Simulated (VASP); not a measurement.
# From one sheet to two: Janus WSSe monolayer

What are the lattice, gap and band positions of Janus WSSe monolayer, and what does a second sheet change?

Calculated with VASP 6.6.1; optB86b-vdW, no spin polarisation; plane waves and PAW (W, S, Se), in the first sound run; inputs show where later runs differ.

Report form: the programs' logs are mostly left out.

## 1. Starting point

The cell holds 3 atoms: 1 W, 1 S and 1 Se. Cell: a = 3.250 Å, b = 3.250 Å, c = 22.000 Å, α = 90.0°, β = 90.0°, γ = 120.0°. Vacuum lies along c.

## 2. Relaxing the monolayer

The sheet's cell relaxes in its plane with the atoms, while the vacuum is kept.

Input file INCAR:

```
SYSTEM = WSeS
PREC = Normal
ENCUT = 350
EDIFF = 1E-06
NELM = 120
ISMEAR = 0
SIGMA = 0.03
LREAL = .FALSE.
ALGO = Normal
GGA = MK
AGGAC = 0
LUSE_VDW = .TRUE.
PARAM1 = 0.1234
PARAM2 = 1
LASPH = .TRUE.
NBANDS = 15
LORBIT = 11
LWAVE = .FALSE.
LCHARG = .FALSE.
KPAR = 4
IBRION = 2
NSW = 50
ISIF = 3
EDIFFG = -0.015
POTIM = 0.4
IDIPOL = 3
LDIPOL = .TRUE.
DIPOL = 0.5 0.5 0.5
LATTICE_CONSTRAINTS = .TRUE. .TRUE. .FALSE.
```

Input file POSCAR:

```
WSeS
1.0
    3.2500000000      0.0000000000      0.0000000000
   -1.6250000000      2.8145825623      0.0000000000
    0.0000000000      0.0000000000     22.0000000000
W S Se
1 1 1
Direct
    0.3333333333      0.6666666667      0.5000000000
    0.6666666667      0.3333333333      0.4263636364
    0.6666666667      0.3333333333      0.5736363636
```

Input file KPOINTS:

```
Automatic mesh
0
Gamma
12 12 1
0 0 0
```

Potentials, in the order of the species: W, S and Se (PBE family, release 64).

Command:

```sh
> mpirun -np 4 vasp_std
```

Elapsed: 2.8 min, on 4 MPI ranks of AMD EPYC 9R45, shared host; peak memory 1.5 GiB.

This run has no spin polarisation, although W can carry a moment. The gap is read on the k-mesh alone, so it is an upper bound where the band edges lie off the mesh. The PAW data sets were made with PBE, which is usual practice but a small mismatch for other functionals. The data set W keeps the semicore shell frozen, which is cheaper and a little less accurate. The run keeps the 6 symmetry operations of its start, so it cannot find a distortion of lower symmetry.

Step by step:

| step | energy less that of the first step (eV) | largest force (eV/Å) | pressure (GPa) | volume (Å³) |
| --- | --- | --- | --- | --- |
| 1 | 0.0000 | 2.6513 | -0.05 | 201.24 |
| 2 | -0.0541 | 1.9562 | 0.00 | 199.59 |
| 3 | -0.1179 | 0.0643 | -0.18 | 200.29 |
| 4 | -0.1193 | 0.1351 | 0.16 | 198.46 |
| 5 | -0.1194 | 0.1221 | 0.10 | 198.79 |
| 6 | -0.1200 | 0.0517 | 0.04 | 198.57 |
| 7 | -0.1201 | 0.0404 | 0.00 | 198.46 |
| 8 | -0.1201 | 0.0426 | -0.01 | 198.45 |
| 9 | -0.1201 | 0.0235 | -0.02 | 198.41 |
| 10 | -0.1201 | 0.0013 | -0.02 | 198.43 |

| cell as run | before | after | change |
| --- | --- | --- | --- |
| a (Å) | 3.250 | 3.227 | -0.7 % |
| b (Å) | 3.250 | 3.227 | -0.7 % |

The atoms that moved most (Å, along periodic axes as changes of fractional coordinates times the final cell, across vacuum about the mean position):

| atom | dx | dy | dz | length |
| --- | --- | --- | --- | --- |
| W1 | 0.000 | 0.000 | -0.058 | 0.058 |
| Se3 | 0.000 | 0.000 | 0.041 | 0.041 |
| S2 | 0.000 | 0.000 | 0.017 | 0.017 |

The relaxed structure:

```xyz
3
Lattice="3.2272 0.0000 0.0000 -1.6136 2.7948 0.0000 0.0000 0.0000 22.0000" Properties=species:S:1:pos:R:3
W     0.0000    1.8632   10.9416
S     1.6136    0.9316    9.3971
Se    1.6136    0.9316   12.6612
```

Numbers from this step:

| Property | Result |
| --- | --- |
| electronic cycles | 71 |
| electrons | 18 |
| free energy (TOTEN) | -17.43 eV |
| Fermi energy | -2.315 eV |
| metallic | no |
| dipole moment | 0, 0, -0.03540 e·Å |
| gap on the k-mesh | 1.782 eV |
| least direct gap on the k-mesh | 1.785 eV |

The run ended after 10 ionic steps, 0.120 eV below its first step, once forces and stress met EDIFFG = -0.015.

VASP counts the dipole in electrons times Å, so a positive number points the physical dipole along −c.

## 3. A second relaxation

The plane waves were chosen for the start cell, so the relaxation is repeated from its end.

INCAR: that of step 2 with these lines changed.

```diff
@@ -21,3 +21,3 @@
 IBRION = 2
-NSW = 50
+NSW = 30
 ISIF = 3
```

Input file POSCAR:

```
WSeS
1.0
    3.2271703630      0.0000000000      0.0000000000
   -1.6135851815      2.7948115167      0.0000000000
    0.0000000000      0.0000000000     22.0000000000
W S Se
1 1 1
Direct
    0.3333333333      0.6666666667      0.4973466830
    0.6666666667      0.3333333333      0.4271425482
    0.6666666667      0.3333333333      0.5755107688
```

KPOINTS is that of step 2.

Command:

```sh
> mpirun -np 4 vasp_std
```

It took 34 s on 4 MPI ranks; peak memory 1.4 GiB; 2.2 min of CPU time.

Little changed from the start: no atom moved by 0.005 Å and no cell edge by 0.1 %.

Numbers from this step:

- electronic cycles: 22
- Fermi energy: -2.314 eV
- dipole moment: 0, 0, -0.03542 e·Å

The start already met the threshold, so nothing moved.

## 4. Vacuum level and density of states

A static run writes the electrostatic potential without exchange and correlation (LVHAR), which is flat in the vacuum and gives the level to count from. The dipole correction cancels the field that unlike faces would set up across the vacuum.

Input file INCAR:

```
SYSTEM = WSeS
PREC = Normal
ENCUT = 350
EDIFF = 1E-06
NELM = 120
ISMEAR = 0
SIGMA = 0.03
LREAL = .FALSE.
ALGO = Fast
GGA = MK
AGGAC = 0
LUSE_VDW = .TRUE.
PARAM1 = 0.1234
PARAM2 = 1
LASPH = .TRUE.
NBANDS = 15
LORBIT = 11
LWAVE = .FALSE.
LCHARG = .TRUE.
IDIPOL = 3
LDIPOL = .TRUE.
DIPOL = 0.5 0.5 0.5
LVHAR = .TRUE.
LVACPOTAV = .TRUE.
NEDOS = 1500
LELF = .TRUE.
```

POSCAR is that of step 3.

KPOINTS is that of step 3.

Input file KPOINTS_OPT:

```
Line mode
14
Line-mode
Reciprocal
  0.00000000   0.00000000   0.00000000 GAMMA
  0.50000000   0.00000000   0.00000000 M

  0.50000000   0.00000000   0.00000000 M
  0.33333333   0.33333333   0.00000000 K

  0.33333333   0.33333333   0.00000000 K
  0.00000000   0.00000000   0.00000000 GAMMA
```

Command:

```sh
> mpirun -np 4 vasp_std
```

Elapsed: 17 s, on 4 MPI ranks; peak memory 0.87 GiB.

This step gave:

| Item | Value |
| --- | --- |
| electronic cycles | 23 |
| Fermi energy | -2.348 eV |
| least gap on mesh and path | 1.782 eV |
| least direct gap on mesh and path | 1.785 eV |
| vacuum levels | 2.755, 3.466 eV |
| ionisation potentials of the upper and lower face | 5.227, 5.938 eV |
| electron affinities of the upper and lower face | 3.446, 4.157 eV |

Electronic bands along the path, in eV, zero at the valence-band top; v1 is the highest filled band, c1 the lowest empty one:

| point | v4 | v3 | v2 | v1 | c1 | c2 | c3 | c4 |
| --- | --- | --- | --- | --- | --- | --- | --- | --- |
| Γ | -2.27 | -1.20 | -1.20 | -0.15 | 2.97 | 2.97 | 3.21 | 3.21 |
| 0.46 of the way | -2.46 | -1.63 | -1.59 | -0.72 | 2.01 | 2.57 | 2.99 | 3.98 |
| M | -3.15 | -2.15 | -0.92 | -0.90 | 2.67 | 2.98 | 3.88 | 4.57 |
| 0.46 of the way | -3.32 | -2.50 | -2.13 | -0.37 | 2.42 | 3.23 | 3.69 | 4.42 |
| K | -3.74 | -3.25 | -2.34 | 0.00 | 1.79 | 3.05 | 3.76 | 5.26 |
| 0.46 of the way | -3.36 | -2.14 | -1.46 | -0.70 | 1.79 | 2.66 | 2.99 | 4.47 |
| Γ | -2.27 | -1.20 | -1.20 | -0.15 | 2.97 | 2.97 | 3.21 | 3.21 |

Of the projections kept (W, S, Se), the largest for each band there; the rest of the weight can lie on other orbitals:

| point | v4 | v3 | v2 | v1 | c1 | c2 | c3 | c4 |
| --- | --- | --- | --- | --- | --- | --- | --- | --- |
| Γ | Se 0.50 | W 0.65 | W 0.65 | W 0.79 | W 0.51 | W 0.51 | Se 0.57 | Se 0.57 |
| M | W 0.57 | Se 0.41 | Se 0.50 | W 0.73 | W 0.97 | W 0.89 | W 0.66 | W 0.59 |
| K | W 0.41 | S 0.42 | W 0.39 | W 0.83 | W 0.95 | W 0.74 | W 0.79 | W 0.71 |
| Γ | Se 0.50 | W 0.65 | W 0.65 | W 0.79 | W 0.51 | W 0.51 | Se 0.57 | Se 0.57 |

Zero at the Fermi level. Planar average of the electrostatic potential against height:

| height (Å) | planar average of the electrostatic potential (eV) |
| --- | --- |
| 0 | 5.46 |
| 1 | 5.81 |
| 2 | 5.81 |
| 3 | 5.81 |
| 4 | 5.81 |
| 5 | 5.81 |
| 6 | 5.81 |
| 7 | 5.78 |
| 8 | 5.16 |
| 9 | -7.64 |
| 10 | -6.98 |
| 11 | -9.20 |
| 12 | -6.62 |
| 13 | -9.19 |
| 14 | 4.03 |
| 15 | 5.04 |
| 16 | 5.10 |
| 17 | 5.10 |
| 18 | 5.10 |
| 19 | 5.10 |
| 20 | 5.10 |
| 21 | 5.10 |

Density of states in the PAW spheres, an atom over height of the layer and energy from the Fermi level.

Ten even steps from '0' (0.00 states/eV) to '9' (1.63 states/eV), each cell a mean:
```
000
000
050
291
141
144
365
343
251
252
463
121
473
122
132
252
132
011
000
000
000
000
```
Columns: height of the layer (Å) from 9.4 to 12.7 (not evenly spaced); rows upwards: energy from the Fermi level (eV) from -7.9 to 0.5.

ELF in the ca plane at fractional y = 0.333, with atoms of S and Se within 0.2 Å of it. It is the smooth field of the valence electrons, not physical close to the nuclei.

Ten even steps from '0' (0.00) to '9' (0.94), each cell a mean:
```
00000000002478888862247888987520000000000000
00000000125799976773247778999742000010000000
00000000125899953663247647999852120000000000
00000000134799977873247878999741000000000000
00000000001468888852246888886410000000000000
00000000000012445422223555431000000000000000
00000000000000012111211221100000000100000000
00000000000123556432224566542100000000000000
```
Columns run along c (16.0 Å, from fractional 0.17 to 0.90 of the cell), rows up along a (3.2 Å). Atoms in or near the plane, at fractional coordinates: S at (0.43, 0.67), Se at (0.58, 0.67).

Valence density in the ca plane at fractional y = 0.333, with atoms of S and Se within 0.2 Å of it. It is the smooth field of the valence electrons, not physical close to the nuclei.

Values in units of 1e-1 e/Å³, 5 rows by 16 columns, each cell a mean:
```
0.0 0.0 0.0 0.1 1.8 8.5 6.3 3.1 6.8 5.9 0.8 0.0 0.0 0.0 0.0 0.0
0.0 0.0 0.0 0.1 3.5 6.8 7.6 3.1 4.9 6.2 1.3 0.0 0.0 0.0 0.0 0.0
0.0 0.0 0.0 0.1 1.9 8.7 6.4 3.1 6.8 6.0 0.8 0.0 0.0 0.0 0.0 0.0
0.0 0.0 0.0 0.0 0.4 2.3 3.2 3.5 3.0 1.8 0.2 0.0 0.0 0.0 0.0 0.0
0.0 0.0 0.0 0.0 0.4 2.1 3.1 3.5 2.9 1.6 0.2 0.0 0.0 0.0 0.0 0.0
```
Columns run along c (16.0 Å, from fractional 0.17 to 0.90 of the cell), rows up along a (3.2 Å). Atoms in or near the plane, at fractional coordinates: S at (0.43, 0.67), Se at (0.58, 0.67).

The map of layer states is cut here 0.5 eV above the Fermi level, so it leaves out the states above that.

The vacuum level lies 5.23 eV above the highest filled level at the upper face; the two faces differ by 0.71 eV, the step that the slab's dipole of -0.035 e·Å makes.

VASP counts the dipole in electrons times Å, so a positive number points the physical dipole along −c.

The program found no field-free point at its default tolerance, but its printed level agrees with the flat part of the planar average.

## 5. The slab in a field, field -0.1

A field across the slab, with the atoms held, gives the electronic response: the dipole changes linearly with the field, and the energy has a linear term from the slab's own dipole and a quadratic one from its polarisability.

INCAR: that of step 4 with these lines changed.

```diff
@@ -18,3 +18,4 @@
 LWAVE = .FALSE.
-LCHARG = .TRUE.
+LCHARG = .FALSE.
+KPAR = 4
 IDIPOL = 3
@@ -22,5 +23,2 @@
 DIPOL = 0.5 0.5 0.5
-LVHAR = .TRUE.
-LVACPOTAV = .TRUE.
-NEDOS = 1500
-LELF = .TRUE.
+EFIELD = -0.1
```

POSCAR is that of step 4.

KPOINTS is that of step 4.

Command:

```sh
> mpirun -np 4 vasp_std
```

The job ended after 35 s (4 MPI ranks; peak memory 1.4 GiB).

Numbers from this step:

* free energy (TOTEN): -17.44 eV
* Fermi energy: -2.287 eV
* dipole moment: 0, 0, -0.06233 e·Å
* gap on the k-mesh: 1.784 eV
* least direct gap on the k-mesh: 1.784 eV

Energy at zero smearing: -17.43731 eV.

## 6. The slab in a field, field 0.1

INCAR: that of step 5 with these lines changed.

```diff
@@ -23,2 +23,2 @@
 DIPOL = 0.5 0.5 0.5
-EFIELD = -0.1
+EFIELD = 0.1
```

POSCAR is that of step 5.

KPOINTS is that of step 5.

Command:

```sh
> mpirun -np 4 vasp_std
```

Run time: 35 s. Hardware: 4 MPI ranks; peak memory 1.4 GiB.

This step gave:

* free energy (TOTEN): -17.43 eV
* Fermi energy: -2.347 eV
* dipole moment: 0, 0, -0.008513 e·Å
* gap on the k-mesh: 1.778 eV
* least direct gap on the k-mesh: 1.786 eV

Energy at zero smearing: -17.43023 eV.

## 7. With spin-orbit coupling

This step: optB86b-vdW, spin-orbit coupling, no spin polarisation; plane waves and PAW (W, S, Se) (VASP 6.6.1).

For heavy elements spin-orbit coupling shifts the highest filled levels.

INCAR: that of step 6 with these lines changed.

```diff
@@ -15,4 +15,8 @@
 LASPH = .TRUE.
-NBANDS = 15
-LORBIT = 11
+LNONCOLLINEAR = .TRUE.
+MAGMOM = 0 0 0 0 0 0 0 0 0
+NBANDS = 30
+GGA_COMPAT = .FALSE.
+LSORBIT = .TRUE.
+LMAXMIX = 4
 LWAVE = .FALSE.
@@ -23,2 +27 @@
 DIPOL = 0.5 0.5 0.5
-EFIELD = 0.1
```

POSCAR is that of step 6.

KPOINTS is that of step 6.

KPOINTS_OPT is that of step 4.

Command:

```sh
> mpirun -np 4 vasp_ncl
```

The job ended after 1.7 min (4 MPI ranks; peak memory 2.5 GiB).

Numbers from this step:

* free energy (TOTEN): -17.62 eV
* Fermi energy: -2.047 eV
* least gap on mesh and path: 1.442 eV
* least direct gap on mesh and path: 1.512 eV
* dipole moment: 0, 0, -0.03566 e·Å

On-site spin-orbit energy by atom:

| atom | on-site spin-orbit energy (eV) |
| --- | --- |
| W1 | -0.324 |
| S2 | -0.003 |
| Se3 | -0.043 |

The electronic bands at the labelled points (eV, zero at the valence-band top; v1 is the highest filled band, c1 the lowest empty one):

| point | v4 | v3 | v2 | v1 | c1 | c2 | c3 | c4 |
| --- | --- | --- | --- | --- | --- | --- | --- | --- |
| Γ | -1.30 | -1.30 | -0.33 | -0.33 | 2.66 | 2.66 | 2.74 | 2.74 |
| 0.46 of the way | -1.74 | -1.69 | -0.93 | -0.91 | 1.68 | 1.85 | 2.32 | 2.36 |
| M | -1.27 | -1.27 | -1.00 | -1.00 | 2.34 | 2.34 | 2.80 | 2.80 |
| 0.46 of the way | -2.36 | -2.34 | -0.76 | -0.43 | 2.07 | 2.27 | 2.75 | 3.18 |
| K | -2.61 | -2.54 | -0.44 | 0.00 | 1.51 | 1.55 | 2.82 | 2.83 |
| 0.46 of the way | -1.75 | -1.62 | -1.04 | -0.80 | 1.44 | 1.65 | 2.37 | 2.50 |
| Γ | -1.30 | -1.30 | -0.33 | -0.33 | 2.66 | 2.66 | 2.74 | 2.74 |

The path shows an indirect gap of 1.44 eV (valence top at K, conduction bottom between K and Γ). The least direct gap is 1.51 eV.

## 8. A rigid stacking

This step: optB86b-vdW, no spin polarisation; plane waves and PAW (W, S, Se) (VASP 6.6.1).

System of this step: bilayer of Janus WSSe monolayer. The cell holds 6 atoms: 2 W, 2 S and 2 Se. Its edges and angles: a = 3.227 Å, b = 3.227 Å, c = 26.628 Å, α = 90.0°, β = 90.0°, γ = 120.0°. upper sheet same orientation, shifted by (0.00, 0.00). Vacuum lies along c.

Two rigid sheets are set at a typed distance in several high-symmetry stackings, to find where to start. The upper sheet is shifted or turned in the plane and never flipped over.

Input file INCAR:

```
SYSTEM = WSeS
PREC = Normal
ENCUT = 350
EDIFF = 1E-05
NELM = 120
ISMEAR = 0
SIGMA = 0.03
LREAL = .FALSE.
ALGO = Fast
GGA = MK
AGGAC = 0
LUSE_VDW = .TRUE.
PARAM1 = 0.1234
PARAM2 = 1
LASPH = .TRUE.
NBANDS = 24
LORBIT = 11
LWAVE = .FALSE.
LCHARG = .FALSE.
KPAR = 4
IDIPOL = 3
LDIPOL = .TRUE.
DIPOL = 0.5 0.5 0.499
```

Input file POSCAR:

```
WSeS
1.0
    3.2271703630      0.0000000000      0.0000000000
   -1.6135851815      2.7948115167      0.0000000000
    0.0000000000      0.0000000000     26.6282017064
W S Se
2 2 2
Direct
    0.3333333300      0.6666666700      0.3772125200
    0.3333333300      0.6666666700      0.6162110400
    0.6666666700      0.3333333300      0.3192104400
    0.6666666700      0.3333333300      0.5582089600
    0.6666666700      0.3333333300      0.4417910400
    0.6666666700      0.3333333300      0.6807895600
```

KPOINTS is that of step 7.

Command:

```sh
> mpirun -np 4 vasp_std
```

Elapsed: 34 s, on 4 MPI ranks; peak memory 1.6 GiB; 2.2 min of CPU time.

Numbers from this step:

```yaml
electronic_cycles: 17
electrons: 36
free_energy_toten: -34.89 eV
fermi_energy: 0.1408 eV
dipole_moment: 0, 0, -0.06331 e·Å
gap_on_the_k_mesh: 0.9753 eV
least_direct_gap_on_the_k_mesh: 1.216 eV
```

Force by atom:

| atom | x (eV/Å) | y (eV/Å) | z (eV/Å) | size |
| --- | --- | --- | --- | --- |
| W1 | 0.000 | 0.000 | -0.134 | 0.134 |
| W2 | 0.000 | 0.000 | 0.065 | 0.065 |
| S3 | 0.000 | 0.000 | -0.013 | 0.013 |
| S4 | 0.000 | 0.000 | 0.505 | 0.505 |
| Se5 | 0.000 | 0.000 | -0.449 | 0.449 |
| Se6 | 0.000 | 0.000 | 0.026 | 0.026 |

Energy at zero smearing: -34.89045 eV.

## 9. A rigid stacking

INCAR is that of step 8.

Input file POSCAR:

```
WSeS
1.0
    3.2271703630      0.0000000000      0.0000000000
   -1.6135851815      2.7948115167      0.0000000000
    0.0000000000      0.0000000000     26.6282017064
W S Se
2 2 2
Direct
    0.3333333300      0.6666666700      0.3772125200
    0.6666666700      0.3333333300      0.6162110400
    0.6666666700      0.3333333300      0.3192104400
    0.0000000000      1.0000000000      0.5582089600
    0.6666666700      0.3333333300      0.4417910400
    0.0000000000      1.0000000000      0.6807895600
```

KPOINTS is that of step 8.

Command:

```sh
> mpirun -np 4 vasp_std
```

Run time: 39 s. Hardware: 4 MPI ranks; peak memory 1.6 GiB; 2.6 min of CPU time.

Energy at zero smearing: -35.08619 eV.

## 10. A rigid stacking

INCAR is that of step 9.

Input file POSCAR:

```
WSeS
1.0
    3.2271703630      0.0000000000      0.0000000000
   -1.6135851815      2.7948115167      0.0000000000
    0.0000000000      0.0000000000     26.6282017064
W S Se
2 2 2
Direct
    0.3333333300      0.6666666700      0.3772125200
    1.0000000000      0.0000000000      0.6162110400
    0.6666666700      0.3333333300      0.3192104400
    0.3333333300      0.6666666700      0.5582089600
    0.6666666700      0.3333333300      0.4417910400
    0.3333333300      0.6666666700      0.6807895600
```

KPOINTS is that of step 9.

Command:

```sh
> mpirun -np 4 vasp_std
```

It took 40 s on 4 MPI ranks; peak memory 1.6 GiB.

Energy at zero smearing: -35.09389 eV.

## 11. A rigid stacking

INCAR is that of step 10.

POSCAR: that of step 10 with these lines changed.

```diff
@@ -9,3 +9,3 @@
     0.3333333300      0.6666666700      0.3772125200
-    1.0000000000      0.0000000000      0.6162110400
+    0.6666666700      0.3333333300      0.6162110400
     0.6666666700      0.3333333300      0.3192104400
```

KPOINTS is that of step 10.

Command:

```sh
> mpirun -np 4 vasp_std
```

Wall time 34 s (4 MPI ranks); peak memory 1.6 GiB; 2.2 min of CPU time.

Energy at zero smearing: -35.09452 eV.

## 12. A rigid stacking

INCAR is that of step 11.

Input file POSCAR:

```
WSeS
1.0
    3.2271703630      0.0000000000      0.0000000000
   -1.6135851815      2.7948115167      0.0000000000
    0.0000000000      0.0000000000     26.6282017064
W S Se
2 2 2
Direct
    0.3333333300      0.6666666700      0.3772125200
    0.0000000000      1.0000000000      0.6162110400
    0.6666666700      0.3333333300      0.3192104400
    0.6666666700      0.3333333300      0.5582089600
    0.6666666700      0.3333333300      0.4417910400
    0.6666666700      0.3333333300      0.6807895600
```

KPOINTS is that of step 11.

Command:

```sh
> mpirun -np 4 vasp_std
```

Wall time 34 s (4 MPI ranks); peak memory 1.6 GiB.

Energy at zero smearing: -34.90867 eV.

## 13. A rigid stacking

INCAR is that of step 12.

Input file POSCAR:

```
WSeS
1.0
    3.2271703630      0.0000000000      0.0000000000
   -1.6135851815      2.7948115167      0.0000000000
    0.0000000000      0.0000000000     26.6282017064
W S Se
2 2 2
Direct
    0.3333333300      0.6666666700      0.3772125200
    0.3333333300      0.6666666700      0.6162110400
    0.6666666700      0.3333333300      0.3192104400
    1.0000000000      0.0000000000      0.5582089600
    0.6666666700      0.3333333300      0.4417910400
    1.0000000000      0.0000000000      0.6807895600
```

KPOINTS is that of step 12.

Command:

```sh
> mpirun -np 4 vasp_std
```

Wall time 40 s (4 MPI ranks); peak memory 1.6 GiB; 2.6 min of CPU time.

Energy at zero smearing: -35.07026 eV.

[end of part 1 of 2]

[Lines on the potential files, build, host, timing and source positions are cut from VASP's logs without a mark.]

[Logs are printed without paths, hosts, clocks, repeated set-up lines and the standing remarks that a program may print on its own settings, such as how far it seeks lower states.]

[Hosts, paths, dates, database ids (printed as entryN), source tags and the programs' standing remarks are cut or masked in the printed files.]

[Runs that stopped without an error message from VASP are left out.]
